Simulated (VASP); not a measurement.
# LiCaF3 (P4mm) in VASP: further runs

The runs below take LiCaF3 through single point, with PBE.

All numbers are computed with VASP 6.6.1; they aren't measurements. Logs are shortened: lines on timing, memory, paths and dates and some standing lists are left out, and cuts for length are marked.

## 1. The cell of the first run

Symmetry: P4mm, No. 99, tetragonal system. Conventional cell: a = 3.761 Å, b = 3.761 Å, c = 3.761 Å, α = 90.00°, β = 90.00°, γ = 90.00°. Around Li (site symmetry 4mm) lie 6 F at 1.78 to 1.98 Å. Around Ca (site symmetry 4mm) lie 12 F at 2.66 Å. F (site symmetry 2mm) is surrounded by 2 Li at 1.88 Å. Around F (site symmetry 4mm) lie 2 Li at 1.78 to 1.98 Å.

The cell comes from a database or a generator and needn't be the stable form of this composition.

## 2. Single point, PBE (atom 1 (Li) moved by (+0.000, -0.100) A along [1 1 0] and z)

INCAR

```
SYSTEM = LiCaF3
ALGO = Fast
EDIFF = 1E-7
ENCUT = 520
GGA = PE
ISIF = 2
ISMEAR = 0
LASPH = .True.
LCHARG = .False.
LREAL = .False.
LWAVE = .False.
NBANDS = 25
NELM = 100
PREC = Accurate
SIGMA = 0.05
```

KPOINTS

```
k-points
0
Gamma
  6 6 6
  0 0 0
```

POSCAR

```
LiCaF3
1.0
    3.7612440000      0.0000000000      0.0000000000
    0.0000000000      3.7612440000      0.0000000000
    0.0000000000      0.0000000000      3.7612440000
Li Ca F
1 1 3
Direct
    0.5000000000      0.5000000000      0.4734130516
    0.0000000000      0.0000000000      0.0000000000
    0.0000000000      0.5000000000      0.5000000000
    0.5000000000      0.5000000000      0.0000000000
    0.5000000000      0.0000000000      0.5000000000
```

Potentials or basis: VASP PAW PBE potentials, release 64 (Li_sv, Ca_sv, F).

The run is started by

```console
$ cat potpaw_PBE.64/Li_sv/POTCAR potpaw_PBE.64/Ca_sv/POTCAR potpaw_PBE.64/F/POTCAR > POTCAR
$ mpirun -np 1 vasp_std > vasp.out
```

OUTCAR:

```text
SYSTEM = LiCaF3
   EDIFF = 1E-7
   ENCUT = 520
   GGA = PE
   ISIF = 2
   ISMEAR = 0
   LASPH = .True.
   LREAL = .False.
   NELM = 100
   PREC = Accurate

 ion  position               nearest neighbor table
   1  0.500  0.500  0.473-   4 1.78   3 1.88   5 1.88   5 1.88   3 1.88   4 1.98
   2  0.000  0.000  0.000-
   3  0.000  0.500  0.500-   1 1.88   1 1.88
   4  0.500  0.500  0.000-   1 1.78   1 1.98
   5  0.500  0.000  0.500-   1 1.88   1 1.88

  LATTYP: Found a simple cubic cell.
 ALAT       =     3.7612440000

  Lattice vectors:

 A1 = (   3.7612440000,   0.0000000000,   0.0000000000)
 A2 = (   0.0000000000,   3.7612440000,   0.0000000000)
 A3 = (   0.0000000000,   0.0000000000,   3.7612440000)

Analysis of symmetry for initial positions (statically):
=====================================================================
 Subroutine PRICEL returns:
 Original cell was already a primitive cell.

 Routine SETGRP: Setting up the symmetry group for a
 simple cubic supercell.

 Subroutine GETGRP returns: Found  8 space group operations
 (whereof  8 operations were pure point group operations)
 out of a pool of 48 trial point group operations.

The static configuration has the point symmetry C_4v.

Analysis of symmetry for dynamics (positions and initial velocities):
=====================================================================
 Subroutine PRICEL returns:
 Original cell was already a primitive cell.

 Routine SETGRP: Setting up the symmetry group for a
 simple cubic supercell.

 Subroutine GETGRP returns: Found  8 space group operations
 (whereof  8 operations were pure point group operations)
 out of a pool of 48 trial point group operations.

The dynamic configuration has the point symmetry C_4v.

 Subroutine INISYM returns: Found  8 space group operations
 (whereof  8 operations are pure point group operations),
 and found     1 'primitive' translations

----------------------------------------------------------------------------------------

                                     Primitive cell

  volume of cell :      53.2102

  direct lattice vectors                    reciprocal lattice vectors
     3.761244000  0.000000000  0.000000000     0.265869484  0.000000000  0.000000000
     0.000000000  3.761244000  0.000000000     0.000000000  0.265869484  0.000000000
     0.000000000  0.000000000  3.761244000     0.000000000  0.000000000  0.265869484

  length of vectors
     3.761244000  3.761244000  3.761244000     0.265869484  0.265869484  0.265869484

  position of ions in fractional coordinates (direct lattice)
     0.500000000  0.500000000  0.473413052
     0.000000000  0.000000000  0.000000000
     0.000000000  0.500000000  0.500000000
     0.500000000  0.500000000  0.000000000
     0.500000000  0.000000000  0.500000000

  ion indices of the primitive-cell ions
   primitive index   ion index
                 1           1
                 2           2
                 3           3
                 4           4
                 5           5

----------------------------------------------------------------------------------------

 KPOINTS: k-points

Automatic generation of k-mesh.
 Grid dimensions read from file:
 generate k-points for:    6    6    6

 Generating k-lattice:

  Cartesian coordinates                     Fractional coordinates (reciprocal lattice)
     0.044311581  0.000000000  0.000000000     0.166666667  0.000000000  0.000000000
     0.000000000  0.044311581  0.000000000     0.000000000  0.166666667  0.000000000
     0.000000000  0.000000000  0.044311581     0.000000000  0.000000000  0.166666667

  Length of vectors
     0.044311581  0.044311581  0.044311581

  Shift w.r.t. Gamma in fractional coordinates (k-lattice)
     0.000000000  0.000000000  0.000000000

 Subroutine IBZKPT returns following result:
 ===========================================

 Found     40 irreducible k-points:

 Following reciprocal coordinates:
            Coordinates               Weight
  0.000000  0.000000  0.000000      1.000000
  0.166667  0.000000  0.000000      4.000000
  0.000000  0.000000  0.166667      2.000000
  0.333333  0.000000  0.000000      4.000000
  0.000000  0.000000  0.333333      2.000000
  0.500000  0.000000  0.000000      2.000000
[... 16 lines left out ...]
  0.166667  0.166667  0.166667      8.000000
  0.333333  0.166667  0.166667     16.000000
 [... further k-points ...]
   k-points           NKPTS =     40   k-points in BZ     NKDIM =     40   number of bands    NBANDS=     25
   number of dos      NEDOS =    301   number of ions     NIONS =      5
   total plane-waves  NPLWV =  21952
   dimension x,y,z NGX =    28 NGY =   28 NGZ =   28
   dimension x,y,z NGXF=    56 NGYF=   56 NGZF=   56
   ions per type =               1   1   3
   NGX,Y,Z   is equivalent  to a cutoff of  12.38, 12.38, 12.38 a.u.
   NGXF,Y,Z  is equivalent  to a cutoff of  24.75, 24.75, 24.75 a.u.
 SYSTEM =  LiCaF3
   PREC   = accura    normal or accurate (medium, high low for compatibility)
   ISTART =      0    job   : 0-new  1-cont  2-samecut
   ICHARG =      2    charge: 1-file 2-atom 10-const
   ISPIN  =      1    spin polarized calculation?
   LNONCOLLINEAR =      F non collinear calculations
   LSORBIT =      F    spin-orbit coupling
   LASPH  =      T    aspherical Exc in radial PAW
   ENCUT  =  520.0 eV  38.22 Ry    6.18 a.u.   6.99  6.99  6.99*2*pi/ulx,y,z
   NELM   =    100;   NELMIN=  2; NELMDL= -5     # of ELM steps
   EDIFF  = 0.1E-06   stopping-criterion for ELM
   LREAL  =      F    real-space projection
   EDIFFG = 0.1E-05   stopping-criterion for IOM
   NSW    =      0    number of steps for IOM
   IBRION =     -1    ionic relax: 0-MD 1-quasi-New 2-CG
   NFREE  =      0    steps in history (QN), initial steepest desc. (CG)
   ISIF   =      2    stress and relaxation
   ISYM   =      2    0-nonsym 1-usesym 2-fastsym
   POTIM  = 0.5000    time-step for ionic-motion
   TEBEG  =    0.0;   TEEND  =   0.0 temperature during run
   PSTRESS=    0.0 pullay stress
   NELECT =      34.0000    total number of electrons
   NUPDOWN=      -1.0000    fix difference up-down
   EMIN   =  10.00;   EMAX   =-10.00  energy-range for DOS
   EFERMI =   0.00;   METHOD = LEGACY
   ISMEAR =     0;   SIGMA  =   0.05  broadening in eV -4-tet -1-fermi 0-gaus
   EFERMI_NEDOS =   21; number of points for ismear=-14 and -15
   IALGO  =     68    algorithm
   IMIX   =      4    mixing-type and parameters
     AMIX     =   0.40;   BMIX     =  1.00
     AMIX_MAG =   1.60;   BMIX_MAG =  1.00
  volume/ion in A,a.u.               =      10.64        71.82
  Fermi-wavevector in a.u.,A,eV,Ry     =   1.410056  2.664619 27.051883  1.988257
  Thomas-Fermi vector in A             =   2.532049
   LORBIT       =      0    0 simple, 1 ext, 2 COOP (PROOUT), +10 PAW based schemes
   GGA     = PE    functional components
   LHFCALC =     F    Hartree Fock is set to
   AEXX    =    0.0000 exact exchange contribution
   IVDW    =     0    specifies the selected vdW correction
   LEPSILON=     F    determine dielectric tensor
   LRPA    =     F    only Hartree local field effects (RPA)
 non-spin polarized calculation
 RMM-DIIS sequential band-by-band and
 Gauss-broadening in eV      SIGMA  =   0.05
  energy-cutoff  :      520.00
  volume of cell :       53.21
 maximum number of plane-waves:      1472
 NGX is ok and might be reduce to    28
   NGX = 13   NGY = 13   NGZ = 13

 number of electron      33.9999952 magnetization

 Free energy of the ion-electron system (eV)
  ---------------------------------------------------
  ext. energy  EPLUGINS =         0.00000000
  ---------------------------------------------------
  free energy    TOTEN  =       -26.05704041 eV

  energy without entropy =      -26.05704041  energy(sigma->0) =      -26.05704041

 E-fermi :   0.4050     XC(G=0): -10.2706

 val. band max:        0.0853917995   @ k =   0.5000   0.5000   0.5000
 cond. band min:       6.5557613156   @ k =   0.0000   0.0000   0.0000
 fundamental gap:      6.4703695162
 Fermi energy:         0.4049821249

 k-point     1 :       0.0000    0.0000    0.0000
  band No.  band energies     occupation
      1     -40.1176      2.00000
      2     -37.7119      2.00000
      3     -20.2105      2.00000
      4     -19.2972      2.00000
      5     -19.2788      2.00000
      6     -18.6281      2.00000
[... 17 lines left out ...]
     24      17.5195      0.00000
     25      17.5966      0.00000

 k-point     2 :       0.1667    0.0000    0.0000
  band No.  band energies     occupation
      1     -40.1168      2.00000
      2     -37.7097      2.00000
      3     -20.2249      2.00000
      4     -19.4139      2.00000
      5     -19.2883      2.00000
      6     -18.6240      2.00000
[... 17 lines left out ...]
     24      16.0533      0.00000
     25      17.5452      0.00000

 k-point     3 :       0.0000    0.0000    0.1667
  band No.  band energies     occupation
      1     -40.1168      2.00000
      2     -37.7097      2.00000
      3     -20.2238      2.00000
      4     -19.4286      2.00000
      5     -19.2748      2.00000
      6     -18.6240      2.00000
[... 17 lines left out ...]
     24      16.0447      0.00000
     25      17.5700      0.00000

 k-point     4 :       0.3333    0.0000    0.0000
  band No.  band energies     occupation
      1     -40.1149      2.00000
      2     -37.7052      2.00000
      3     -20.2559      2.00000
      4     -19.5989      2.00000
      5     -19.2787      2.00000
      6     -18.6156      2.00000
[... 17 lines left out ...]
     24      13.5855      0.00000
     25      17.4661      0.00000
[... 477 lines left out ...]
 k-point    22 :       0.0000    0.5000    0.5000
  band No.  band energies     occupation
      1     -40.1106      2.00000
      2     -37.6944      2.00000
      3     -19.9269      2.00000
      4     -19.9092      2.00000
      5     -19.5896      2.00000
      6     -18.5961      2.00000
[... 17 lines left out ...]
     24      12.4384      0.00000
     25      12.5651      0.00000

 k-point    23 :       0.1667    0.1667    0.1667
  band No.  band energies     occupation
      1     -40.1150      2.00000
      2     -37.7053      2.00000
      3     -20.2107      2.00000
      4     -19.4661      2.00000
      5     -19.4507      2.00000
      6     -18.5610      2.00000
[... 17 lines left out ...]
     24      15.9224      0.00000
     25      15.9442      0.00000

 k-point    24 :       0.3333    0.1667    0.1667
  band No.  band energies     occupation
      1     -40.1132      2.00000
      2     -37.7010      2.00000
      3     -20.1776      2.00000
      4     -19.6647      2.00000
      5     -19.4045      2.00000
      6     -18.6099      2.00000
[... 17 lines left out ...]
     24      13.7744      0.00000
     25      16.0583      0.00000

 [... further k-points ...]
[... 5 lines left out ...]
  --------------------------------------------------------------------------------------
  -------------------------------------------------------------------------------------
  Total       -0.0494346     -0.0494346      0.2089255      0.0000000      0.0000000      0.0000000
  in kB       -1.4884942     -1.4884942      6.2908234      0.0000000      0.0000000      0.0000000
  external PRESSURE =       1.1046117 kB  Pullay stress =       0.0000000 kB

 VOLUME and BASIS-vectors are now :
 -----------------------------------------------------------------------------
  energy-cutoff  :      520.00
  volume of cell :       53.21
      direct lattice vectors                 reciprocal lattice vectors
     3.761244000  0.000000000  0.000000000     0.265869484  0.000000000  0.000000000
     0.000000000  3.761244000  0.000000000     0.000000000  0.265869484  0.000000000
     0.000000000  0.000000000  3.761244000     0.000000000  0.000000000  0.265869484

 POSITION                                       TOTAL-FORCE (eV/Angst)
 -----------------------------------------------------------------------------------
      1.88062      1.88062      1.78062         0.000000     -0.000000      0.642979
      0.00000      0.00000      0.00000         0.000000     -0.000000     -0.113036
      0.00000      1.88062      1.88062        -0.000000     -0.000000     -0.053595
      1.88062      1.88062      0.00000         0.000000      0.000000     -0.422753
      1.88062      0.00000      1.88062         0.000000      0.000000     -0.053595
 -----------------------------------------------------------------------------------
    total drift:                                0.000000      0.000000      0.003002

  FREE ENERGIE OF THE ION-ELECTRON SYSTEM (eV)
  ---------------------------------------------------
  free  energy   TOTEN  =       -26.0570404144 eV

  energy  without entropy=      -26.0570404144  energy(sigma->0) =      -26.05704041
```

It took 1.9 min on 1 thread of Intel Xeon 6975P-C (Granite Rapids), shared host; peak memory 0.19 GiB.

What came out:

- Free energy: -26.0570 eV
- Largest force: 0.643 eV/Å
- Band gap on the k mesh: 6.47 eV, indirect (least direct gap 6.58 eV)

Forces in eV/Å, atoms in the order of the input:
```
Li   0.000  0.000  0.643
Ca   0.000  0.000 -0.113
F    0.000  0.000 -0.054
F    0.000  0.000 -0.423
F    0.000  0.000 -0.054
```

Caveat: the cutoff is under 1.25 times the usual one of these potentials, so pressure, stress and relaxed cells hold a basis-set (Pulay) error.

## 3. Single point, PBE (atom 1 (Li) moved by (-0.100, -0.100) A along [1 1 0] and z)

INCAR

```
SYSTEM = LiCaF3
PREC     = Accurate       ! precision mode
ENCUT    = 520            ! plane-wave cutoff, eV
EDIFF    = 1E-6           ! SCF threshold, eV
ISMEAR   = 0              ! smearing method
SIGMA    = 0.05           ! smearing width, eV
LREAL    = .FALSE.        ! projectors in reciprocal space
LASPH    = .TRUE.         ! aspherical terms in the spheres
NELM     = 60             ! most SCF steps
ALGO     = Normal         ! electronic algorithm
ISIF     = 2              ! what is computed and relaxed
LWAVE    = .FALSE.        ! write WAVECAR
LCHARG   = .FALSE.        ! write CHGCAR
GGA      = PE             ! functional
NBANDS   = 25             ! bands
```

KPOINTS

```
regular mesh
0
G
  6 6 6
  0 0 0
```

POSCAR, as its differences from that of step 2:

```diff
@@ -8,3 +8,3 @@
 Direct
-    0.5000000000      0.5000000000      0.4734130516
+    0.4812001885      0.4812001885      0.4734130516
     0.0000000000      0.0000000000      0.0000000000
```

Potentials or basis: VASP PAW PBE potentials, release 64 (Li_sv, Ca_sv, F).

The run is started by

```console
$ cat potpaw_PBE.64/Li_sv/POTCAR potpaw_PBE.64/Ca_sv/POTCAR potpaw_PBE.64/F/POTCAR > POTCAR
$ mpirun -np 1 vasp_std > vasp.out
```

Wall time 30 s (1 thread of Intel Xeon 6975P-C (Granite Rapids), shared host); peak memory 0.21 GiB.

Results (log left out):

- Free energy: -26.0275 eV
- Largest force: 0.865 eV/Å
- Band gap on the k mesh: 6.47 eV, indirect (least direct gap 6.57 eV)

Forces in eV/Å, atoms in the order of the input:
```
Li   0.423  0.423  0.625
Ca  -0.081 -0.081 -0.114
F   -0.276 -0.035 -0.049
F   -0.031 -0.031 -0.412
F   -0.035 -0.276 -0.049
```

Levels at points of the mesh, in eV from the valence-band top:
```csv
k point,band 14,band 15,band 16,band 17,band 18,band 19,band 20,band 21
"(0.00, 0.00, 0.00)",-0.82,-0.12,-0.12,-0.10,6.47,6.47,6.84,8.06
"(0.50, 0.00, 0.00)",-1.18,-1.17,-0.43,-0.40,7.53,7.64,8.21,8.80
"(0.00, 0.00, 0.50)",-1.19,-1.18,-0.42,-0.40,7.53,7.63,8.21,8.80
"(0.50, 0.50, 0.00)",-1.39,-1.39,-0.14,-0.06,7.88,8.05,8.77,8.78
"(0.00, 0.50, 0.50)",-1.38,-1.38,-0.15,-0.07,7.88,8.04,8.77,8.78
"(0.50, 0.50, 0.50)",-0.13,-0.01,-0.01,0.00,7.46,7.46,7.46,8.85
```

Caveat: the cutoff is under 1.25 times the usual one of these potentials, so pressure, stress and relaxed cells hold a basis-set (Pulay) error.

## 4. Single point, PBE (atom 1 (Li) moved by (-0.100, +0.000) A along [1 1 0] and z)

INCAR

```
PREC = Accurate ; ENCUT = 520
EDIFF = 1E-6 ; ISMEAR = 0
SIGMA = 0.05 ; LREAL = False
LASPH = True ; NELM = 80
ALGO = Normal ; ISIF = 2
LWAVE = False ; LCHARG = True
GGA = PE ; LELF = True
LVHAR = True ; NBANDS = 25
```

KPOINTS

```
regular mesh
0
Gamma
  6 6 6
```

POSCAR, as its differences from that of step 3:

```diff
@@ -8,3 +8,3 @@
 Direct
-    0.4812001885      0.4812001885      0.4734130516
+    0.4812001885      0.4812001885      0.5000000000
     0.0000000000      0.0000000000      0.0000000000
```

The run is started by

```console
$ cat potpaw_PBE.64/Li_sv/POTCAR potpaw_PBE.64/Ca_sv/POTCAR potpaw_PBE.64/F/POTCAR > POTCAR
$ mpirun -np 1 vasp_std > vasp.out
```

Run time: 25 s. Hardware: 1 thread of Intel Xeon 6975P-C (Granite Rapids), shared host; peak memory 0.2 GiB.

It converged, with:

```
Free energy            : -26.0578 eV
Largest force          : 0.615 eV/Å
Band gap on the k mesh : 6.48 eV, indirect (least direct gap 6.58 eV)
```

Forces on the atoms (eV/Å):
```
Li   0.435  0.435  0.000
Ca  -0.080 -0.080  0.000
F   -0.283 -0.034  0.000
F   -0.037 -0.037  0.000
F   -0.034 -0.283  0.000
```

Levels at points of the mesh, in eV from the valence-band top:
```
           k point  band 13  band 14  band 15  band 16  band 17  band 18  band 19  band 20  band 21  band 22
(0.00, 0.00, 0.00)    -0.82    -0.82    -0.12    -0.11    -0.11     6.48     6.48     6.85     8.06     8.07
(0.50, 0.00, 0.00)    -1.19    -1.18    -1.18    -0.41    -0.41     7.54     7.64     8.21     8.81     8.81
(0.00, 0.00, 0.50)    -1.18    -1.17    -1.17    -0.43    -0.41     7.54     7.64     8.21     8.81     8.81
(0.50, 0.50, 0.00)    -1.43    -1.38    -1.38    -0.15    -0.07     7.89     8.05     8.77     8.78     9.07
(0.00, 0.50, 0.50)    -1.44    -1.39    -1.39    -0.14    -0.06     7.89     8.05     8.78     8.78     9.07
(0.50, 0.50, 0.50)    -0.14    -0.12    -0.01     0.00     0.00     7.46     7.46     7.47     8.85     8.85
```

Caveat: the cutoff is under 1.25 times the usual one of these potentials, so pressure, stress and relaxed cells hold a basis-set (Pulay) error. A k mesh can miss the band edges.

## 5. Summary

| cell | gap on the mesh (eV) | largest force (eV/Å) |
| --- | --- | --- |
| atom 1 (Li) moved by (+0.000, -0.100) A along [1 1 0] and z | 6.47 | 0.64 |
| atom 1 (Li) moved by (-0.100, -0.100) A along [1 1 0] and z | 6.47 | 0.87 |
| atom 1 (Li) moved by (-0.100, +0.000) A along [1 1 0] and z | 6.48 | 0.62 |

Alike in all rows: task single point; level PBE; potentials or basis VASP PAW PBE potentials, release 64 (Li_sv, Ca_sv, F); no spin polarisation; k mesh 6 × 6 × 6; cutoff (eV) 520; smearing gaussian 0.05 eV.

Caveats: the cutoff is under 1.25 times the usual one of these potentials, so pressure, stress and relaxed cells hold a basis-set (Pulay) error.

Total energies depend on the potentials used, so only differences within one code and one set of settings carry meaning.
